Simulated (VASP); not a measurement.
Input:

```yaml
crystal:
  lattice:
    - [5.12800, 2.55790, 2.55790]
    - [2.55790, 5.12800, 2.55790]
    - [2.55790, 2.55790, 5.12800]
  atoms:
    - { symbol: Mn, position: [0.00000, 0.00000, 0.00000], spin: 4.1 }
    - { symbol: Mn, position: [0.50000, 0.50000, 0.50000], spin: -4.1 }
    - { symbol: S, position: [0.25000, 0.25000, 0.25000] }
    - { symbol: S, position: [0.75000, 0.75000, 0.75000] }
```

All values below come from modified Becke-Johnson potential (mBJ), VASP's PBE PAW potentials (set 64) (plane waves; VASP). Numerical set-up: 520 eV cut-off, 6×6×6 Γ-centred mesh, Gaussian smearing of 0.050 eV, potentials Mn_pv S.

mBJ is a potential without an energy functional, so only the levels count.

Give the spin-up energies of bands 9 to 22 at the high-symmetry points, in eV from the valence-band maximum.

```csv
band,Γ,T,H2,L,S0,F
9,-6.11,-4.45,-5.21,-5.39,-5.28,-6.10
10,-3.88,-3.91,-5.16,-5.17,-4.93,-5.20
11,-3.88,-3.63,-4.45,-4.33,-4.67,-3.85
12,-2.28,-3.63,-4.39,-3.84,-4.28,-3.81
13,-2.28,-2.47,-3.72,-3.75,-3.79,-2.92
14,-2.05,-2.47,-3.51,-3.01,-3.53,-2.88
15,-1.41,-2.27,-1.99,-2.24,-1.99,-2.49
16,-1.41,-2.27,-1.84,-1.98,-1.85,-1.98
17,-1.37,-1.75,-1.80,-1.72,-1.77,-1.80
18,-1.06,0.00,-0.78,-0.54,-0.82,-0.81
19,-1.06,0.00,-0.55,-0.49,-0.56,-0.24
20,2.34,2.22,2.53,1.86,2.49,1.83
21,2.34,2.22,2.62,2.63,2.66,2.95
22,2.52,2.35,2.82,3.02,2.82,3.11
```

Give the spin-down energies of bands 9 to 22 at the high-symmetry points, in eV from the valence-band maximum.

```csv
band,Γ,T,H2,L,S0,F
9,-6.11,-4.45,-5.21,-5.39,-5.28,-6.10
10,-3.88,-3.91,-5.16,-5.17,-4.93,-5.20
11,-3.88,-3.63,-4.45,-4.33,-4.67,-3.85
12,-2.28,-3.63,-4.39,-3.84,-4.28,-3.81
13,-2.28,-2.47,-3.72,-3.75,-3.79,-2.92
14,-2.05,-2.47,-3.51,-3.01,-3.53,-2.88
15,-1.41,-2.27,-1.99,-2.24,-1.99,-2.49
16,-1.41,-2.27,-1.84,-1.98,-1.85,-1.98
17,-1.37,-1.75,-1.80,-1.72,-1.77,-1.80
18,-1.06,0.00,-0.78,-0.54,-0.82,-0.81
19,-1.06,0.00,-0.55,-0.49,-0.56,-0.24
20,2.34,2.22,2.53,1.86,2.49,1.83
21,2.34,2.22,2.62,2.63,2.66,2.95
22,2.52,2.35,2.82,3.02,2.82,3.11
```

The gap is indirect, 1.83 eV, from the valence maximum at T to the conduction minimum at F.

The compound is MnS in the rock salt, AFM-II order structure. It was relaxed first. The cell's shape comes from a PBE relaxation.
